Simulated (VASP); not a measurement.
Data:

```yaml
crystal:
  lattice:
    - [0.00000, 2.68321, 2.68321]
    - [2.68321, 0.00000, 2.68321]
    - [2.68321, 2.68321, 0.00000]
  atoms:
    - { symbol: Zn, position: [0.00000, 0.00000, 0.00000] }
    - { symbol: S, position: [0.25000, 0.25000, 0.25000] }
```

All values below come from HSEsol screened hybrid, VASP's PBE PAW potentials (set 64) (plane waves; VASP). Run with 520 eV cut-off, 6×6×6 Γ-centred mesh, Gaussian smearing of 0.050 eV, potentials Zn S.

Task: Give the energy at these volumes per atom, relative to the lowest: 18.39, 18.99, 19.60, 20.20, 20.81 Å³.

Result: 11.4, 0.4, 0.0, 8.6, 25.2 meV/atom. A third-order Birch-Murnaghan fit gives B0 = 82.0 GPa and B0′ = 3.8.

Measured: bulk modulus 77.1 GPa (computed value off by +6.4 %), as given by Cormac Toher et al., Physical Review Materials (2017), arXiv:1611.05714; a 5.410 Å (computed value off by -0.8 %), as given by Martin Albrecht et al., Physical review. B, Condensed matter (1997), arXiv:cond-mat/9706128. The calculation is for a static lattice, while the measured bulk modulus, a hold thermal and zero-point effects, which are part of the difference.

The compound is ZnS in the zinc blende structure. It was relaxed first. The cell's shape comes from a PBE relaxation.
